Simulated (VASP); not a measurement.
# SiC: GW quasiparticle gap, part 3 of 3

How does the gap of SiC change from the starting functional to GW? The cell has space group P6_3mc, a computed entry that need not be the common form of this compound. The start is a computed cell from the Materials Project.

VASP 6.6.1, plane waves and PAW; the level of theory is named at each step.

So far, quasiparticle gap on the mesh (eV): step 4 (G0W0, ENCUTGW 80, bands in the sums 136) 2.84. Also gap on the k-mesh (eV): step 3 (empty bands) 2.22.

## 6. G0W0, ENCUTGW 110, bands in the sums 224

This step: G0W0 on PBE; plane waves and PAW (Si_GW, C_GW) (VASP 6.6.1).

ENCUTGW rises to 110 eV and the bands with it, to about the number of plane waves under that cutoff.

Contents of INCAR:

```
SYSTEM = SiC
PREC = Accurate
ENCUT = 440
ISMEAR = 0
SIGMA = 0.01
LREAL = .FALSE.
GGA = PE
NBANDS = 224
ALGO = EVGW0
NELMGW = 1
ENCUTGW = 110
NOMEGA = 48
PRECFOCK = Fast
NBANDSGW = 24
LWAVE = .FALSE.
LCHARG = .FALSE.
```

Contents of POSCAR:

```
SiC
1.0
    3.0756941497      0.0000000000      0.0000000000
   -1.5378470748      2.6636292679      0.0000000000
    0.0000000000      0.0000000000     10.0706464800
Si C
4 4
Direct
    0.6666666700      0.3333333300      0.9378419800
    0.3333333300      0.6666666700      0.4378419800
    0.0000000000      0.0000000000      0.6878943800
    0.0000000000      0.0000000000      0.1878943800
    0.6666666700      0.3333333300      0.7498025900
    0.3333333300      0.6666666700      0.2498025900
    0.0000000000      0.0000000000      0.5004600500
    0.0000000000      0.0000000000      0.0004600500
```

Contents of KPOINTS:

```
Automatic mesh
0
Gamma
6 6 2
0 0 0
```

The projector-augmented-wave data sets are Si_GW and C_GW (PBE family, release 64).

Run with:

```sh
$ mpirun -np 8 vasp_std
```

Output:

```text
[banner, memory and clock lines left out]
running    8 mpi-ranks, on    1 nodes
[...]
[... a notice as in an earlier step ...]

|                                                                             |
|           W    W    AA    RRRRR   N    N  II  N    N   GGGG   !!!           |
|           W    W   A  A   R    R  NN   N  II  NN   N  G    G  !!!           |
|           W    W  A    A  R    R  N N  N  II  N N  N  G       !!!           |
|           W WW W  AAAAAA  RRRRR   N  N N  II  N  N N  G  GGG   !            |
|           WW  WW  A    A  R   R   N   NN  II  N   NN  G    G                |
|           W    W  A    A  R    R  N    N  II  N    N   GGGG   !!!           |
|                                                                             |
|     The default for ENCUTGWSOFT is different in this version of VASP.       |
|     please manually set ENCUTGWSOFT =110 in the INCAR file.                 |
|                                                                             |

[...]
total number of BLAS operations       3244.32 Gflops
NQ=  10    0.3333    0.0000    0.5000,
|.........|.........|.........|.........|.........|.........|.........|.........
 performed       9474000 updates of chi_q(r,r)
 total number of BLAS operations       3625.39 Gflops
NQ=  11    0.5000    0.0000    0.5000,
|.........|.........|.........|.........|.........|.........|.........|.........
 performed      10340000 updates of chi_q(r,r)
 total number of BLAS operations       3925.23 Gflops
NQ=  12    0.1667    0.1667    0.5000,
|.........|.........|.........|.........|.........|.........|.........|.........
 performed      11464000 updates of chi_q(r,r)
 total number of BLAS operations       4344.89 Gflops
NQ=  13    0.3333    0.1667    0.5000,
|.........|.........|.........|.........|.........|.........|.........|.........
 performed      12717000 updates of chi_q(r,r)
 total number of BLAS operations       4812.71 Gflops
NQ=  14    0.3333    0.3333    0.5000,
|.........|.........|.........|.........|.........|.........|.........|.........
 performed      13454000 updates of chi_q(r,r)
 total number of BLAS operations       5043.94 Gflops
 resolving degeneracies of screened two electron integrals

 calculate QP shifts <psi_nk| G(iteration)W_0 |psi_nk>: iteration 1
 entering main loop
[key lines of the parts left out:]
E-fermi :   8.9891
```

It took 98 s on 8 MPI ranks of Intel Xeon 6975P-C (Granite Rapids), shared host; peak memory 2.2 GiB.

Parts of OUTCAR (step 6):

```text
 QP shifts <psi_nk| G(iteration)W_0 |psi_nk>: iteration 1
 for sc-GW calculations column KS-energies equals QP-energies in previous step
 and V_xc(KS)=  KS-energies - (<T + V_ion + V_H > + <T+V_H+V_ion>^1  + <V_x>^1)
 k-point   1 :       0.0000    0.0000    0.0000
  band No.  KS-energies  QP-energies   sigma(KS)   V_xc(KS)     V^pw_x(r,r')   Z            occupation Imag(sigma)
    ...
     13       7.2952       6.8570     -15.1762     -14.6181     -17.4307       0.7854       2.0000       0.0710
     14       7.8261       7.4461     -15.2967     -14.8150     -17.3598       0.7888       2.0000       0.0659
     15       7.8796       7.5028     -15.3360     -14.8582     -17.4437       0.7886       2.0000       0.0670
     16       7.8796       7.5028     -15.3360     -14.8582     -17.4437       0.7886       2.0000       0.0670
     17      12.9845      13.6163     -11.4012     -12.1936      -6.8556       0.7972       0.0000      -0.0915
     18      13.5644      14.2126     -11.3225     -12.1383      -6.6514       0.7946       0.0000      -0.0963
     19      14.1903      14.8683     -12.2103     -13.0780      -7.3133       0.7813       0.0000      -0.1117
     20      14.2088      14.8609     -11.2909     -12.1130      -6.5031       0.7932       0.0000      -0.1035
    ...

[... 1 part as in an earlier step ...]

[... 2 further parts left out ...]
[key lines of the parts left out:]
E-fermi :   8.9891
```

The gap is now 2.954 eV, +115 meV against the GW run before.

## 7. Empty bands

This step: PBE; plane waves and PAW (Si_GW, C_GW) (VASP 6.6.1).

The empty bands are made again, for the run that follows.

Contents of INCAR:

```
SYSTEM = SiC
PREC = Accurate
ENCUT = 440
ISMEAR = 0
SIGMA = 0.01
LREAL = .FALSE.
GGA = PE
NBANDS = 312
ALGO = Exact
NELM = 1
LWAVE = .TRUE.
LCHARG = .FALSE.
LOPTICS = .TRUE.
NEDOS = 1000
CSHIFT = 0.1
```

POSCAR is that of step 6.

KPOINTS is that of step 6.

Run with:

```sh
$ mpirun -np 8 vasp_std
```

Output:

```text
[banner, memory and clock lines left out]
running    8 mpi-ranks, on    1 nodes
[...]
[... a notice as in an earlier step ...]

 LDA part: xc-table for (Slater+PW92), standard interpolation
 found WAVECAR, reading the header
  number of bands has changed, file:    24 present:   312
  trying to continue reading WAVECAR, but it might fail
 POSCAR, INCAR and KPOINTS ok, starting setup
[...]
reading WAVECAR
 random initialization beyond band           24
 the WAVECAR file was read successfully
 initial charge from wavefunction
 entering main loop
       N       E                     dE             d eps       ncg     rms          rms(c)
[... 1 cycle as in an earlier step ...]
   1 F= -.60152772E+02 E0= -.60152772E+02  d E =-.435570E-24
 writing wavefunctions
 optical routines
 imaginary and real dielectric function
 recalculating local potential from charge density
 direction            1
 direction            2
 direction            3
```

Run time: 21 s. Hardware: 8 MPI ranks; peak memory 2.2 GiB; 2.1 min of CPU time.

From OUTCAR (step 7):

```text
  Total        1.4897784      1.4897784      1.3499800      0.0000000      0.0000000      0.0000000
  in kB       28.9306368     28.9306368     26.2158320      0.0000000      0.0000000      0.0000000
  external PRESSURE =      28.0257019 kB  Pullay stress =       0.0000000 kB

 POSITION                                       TOTAL-FORCE (eV/Angst)
 -----------------------------------------------------------------------------------
      1.53785      0.88788      9.44468         0.000000     -0.000000      0.000305
     -0.00000      1.77575      4.40935        -0.000000      0.000000      0.000305
      0.00000      0.00000      6.92754        -0.000000      0.000000      0.005577
      0.00000      0.00000      1.89222        -0.000000     -0.000000      0.005577
      1.53785      0.88788      7.55100         0.000000      0.000000     -0.001109
     -0.00000      1.77575      2.51567        -0.000000      0.000000     -0.001109
      0.00000      0.00000      5.03996        -0.000000     -0.000000     -0.004773
      0.00000      0.00000      0.00463         0.000000      0.000000     -0.004773
 -----------------------------------------------------------------------------------
    total drift:                               -0.000000     -0.000000     -0.000020

[... 3 parts as in an earlier step ...]

[... 2 further parts left out ...]
[key lines of the parts left out:]
E-fermi :   7.9484
```

WAVECAR now holds 312 bands for 32 electrons.

## 8. G0W0, ENCUTGW 140, bands in the sums 312

This step: G0W0 on PBE; plane waves and PAW (Si_GW, C_GW) (VASP 6.6.1).

ENCUTGW rises to 140 eV and the bands with it, to about the number of plane waves under that cutoff.

Contents of INCAR:

```
SYSTEM = SiC
PREC = Accurate
ENCUT = 440
ISMEAR = 0
SIGMA = 0.01
LREAL = .FALSE.
GGA = PE
NBANDS = 312
ALGO = EVGW0
NELMGW = 1
ENCUTGW = 140
NOMEGA = 48
PRECFOCK = Fast
NBANDSGW = 24
LWAVE = .FALSE.
LCHARG = .FALSE.
```

POSCAR is that of step 7.

KPOINTS is that of step 7.

Run with:

```sh
$ mpirun -np 8 vasp_std
```

Output:

```text
[banner, memory and clock lines left out]
running    8 mpi-ranks, on    1 nodes
[...]
[... a notice as in an earlier step ...]

|                                                                             |
|           W    W    AA    RRRRR   N    N  II  N    N   GGGG   !!!           |
|           W    W   A  A   R    R  NN   N  II  NN   N  G    G  !!!           |
|           W    W  A    A  R    R  N N  N  II  N N  N  G       !!!           |
|           W WW W  AAAAAA  RRRRR   N  N N  II  N  N N  G  GGG   !            |
|           WW  WW  A    A  R   R   N   NN  II  N   NN  G    G                |
|           W    W  A    A  R    R  N    N  II  N    N   GGGG   !!!           |
|                                                                             |
|     The default for ENCUTGWSOFT is different in this version of VASP.       |
|     please manually set ENCUTGWSOFT =140 in the INCAR file.                 |
|                                                                             |

[...]
total number of BLAS operations       8916.80 Gflops
NQ=  10    0.3333    0.0000    0.5000,
|.........|.........|.........|.........|.........|.........|.........|.........
 performed      13344000 updates of chi_q(r,r)
 total number of BLAS operations      10048.10 Gflops
NQ=  11    0.5000    0.0000    0.5000,
|.........|.........|.........|.........|.........|.........|.........|.........
 performed      14565000 updates of chi_q(r,r)
 total number of BLAS operations      10974.82 Gflops
NQ=  12    0.1667    0.1667    0.5000,
|.........|.........|.........|.........|.........|.........|.........|.........
 performed      16145000 updates of chi_q(r,r)
 total number of BLAS operations      12237.44 Gflops
NQ=  13    0.3333    0.1667    0.5000,
|.........|.........|.........|.........|.........|.........|.........|.........
 performed      17905000 updates of chi_q(r,r)
 total number of BLAS operations      13590.72 Gflops
NQ=  14    0.3333    0.3333    0.5000,
|.........|.........|.........|.........|.........|.........|.........|.........
 performed      18946000 updates of chi_q(r,r)
 total number of BLAS operations      14465.31 Gflops
 resolving degeneracies of screened two electron integrals

 calculate QP shifts <psi_nk| G(iteration)W_0 |psi_nk>: iteration 1
 entering main loop
[key lines of the parts left out:]
E-fermi :   8.9891
```

Wall time 2.6 min (8 MPI ranks); peak memory 2.8 GiB; 17 min of CPU time.

From OUTCAR (step 8):

```text
 QP shifts <psi_nk| G(iteration)W_0 |psi_nk>: iteration 1
 for sc-GW calculations column KS-energies equals QP-energies in previous step
 and V_xc(KS)=  KS-energies - (<T + V_ion + V_H > + <T+V_H+V_ion>^1  + <V_x>^1)
 k-point   1 :       0.0000    0.0000    0.0000
  band No.  KS-energies  QP-energies   sigma(KS)   V_xc(KS)     V^pw_x(r,r')   Z            occupation Imag(sigma)
    ...
     13       7.2952       6.7107     -15.3641     -14.6181     -17.4307       0.7837       2.0000       0.0725
     14       7.8261       7.2936     -15.4913     -14.8150     -17.3598       0.7873       2.0000       0.0683
     15       7.8796       7.3496     -15.5316     -14.8582     -17.4437       0.7870       2.0000       0.0692
     16       7.8796       7.3496     -15.5316     -14.8582     -17.4437       0.7870       2.0000       0.0692
     17      12.9845      13.5131     -11.5298     -12.1936      -6.8556       0.7963       0.0000      -0.0887
     18      13.5644      14.1109     -11.4497     -12.1383      -6.6514       0.7935       0.0000      -0.0935
     19      14.1903      14.7453     -12.3663     -13.0780      -7.3133       0.7797       0.0000      -0.1090
     20      14.2088      14.7569     -11.4211     -12.1130      -6.5031       0.7922       0.0000      -0.1007
    ...

[... 1 part as in an earlier step ...]

[... 2 further parts left out ...]
[key lines of the parts left out:]
E-fermi :   8.9891
```

The gap is now 3.031 eV, +78 meV against the GW run before.

## 9. Summary

This step: GW series: G0W0 on PBE; plane waves and PAW (VASP 6.6.1).

No new run; the numbers come from the runs before.

Numbers from this step:

* gap extrapolated to a complete basis: 3.170 eV
* direct gap extrapolated to a complete basis: 4.374 eV

Cost is wall time times ranks on a shared host, with the step that makes the empty bands. GW runs:

```csv
level,bands,ENCUTGW (eV),NOMEGA,k mesh,starting gap (eV),quasiparticle gap (eV),direct gap (eV),cost (core minutes)
G0W0,136,80,48,6x6x2,2.219,2.838,4.098,10.43
G0W0,224,110,48,6x6x2,2.219,2.954,4.193,15.23
G0W0,312,140,48,6x6x2,2.219,3.031,4.259,23.35
```

## 10. Results

* G0W0 on PBE, 312 bands, ENCUTGW 140 eV, NOMEGA 48, mesh 6×6×2: 2.219 → 3.031 eV
* G0W0 on PBE, 136 bands, ENCUTGW 80 eV, NOMEGA 48, mesh 6×6×2: 2.219 → 2.838 eV
* gap at a complete basis (linear in ENCUTGW^-3/2): 3.17 eV

**Reading.** G0W0 gives a quasiparticle gap of 3.031 eV on the mesh, 0.81 eV over the PBE gap on the same mesh. On mesh and path the starting valence top lies at Γ and the conduction bottom at (0.5, 0, 0), so the starting gap is indirect. Both points lie on the GW mesh. The steps of the series move the gap by +115, +78 meV; the last costs 1.5 times the one before. The last step lies outside a tolerance of 30 meV, picked for this account, and the last two together move the gap by +193 meV. Extrapolated from the last three points to a complete basis, the gap is 3.17 eV, +139 meV from the dearest run. The extrapolation removes the error of the response basis alone, at this mesh, ENCUT and data set. Not tabulated here, as repeats of values shown or as unfit to read for their mesh, reference level or band range: eps2 curves (empty bands); eps1 curves and static values (empty bands); gaps (empty bands).

[Lines on the potential files, build, host, timing and source positions are cut from VASP's logs without a mark.]

[Logs are printed without paths, hosts, clocks, repeated set-up lines and the standing remarks that a program may print on its own settings, such as how far it seeks lower states.]

[Hosts, paths, dates, database ids (printed as entryN), source tags and the programs' standing remarks are cut or masked in the printed files.]

[Pressures printed for these runs are not shown converged in the cutoff: they can be off by several GPa and have the wrong sign.]
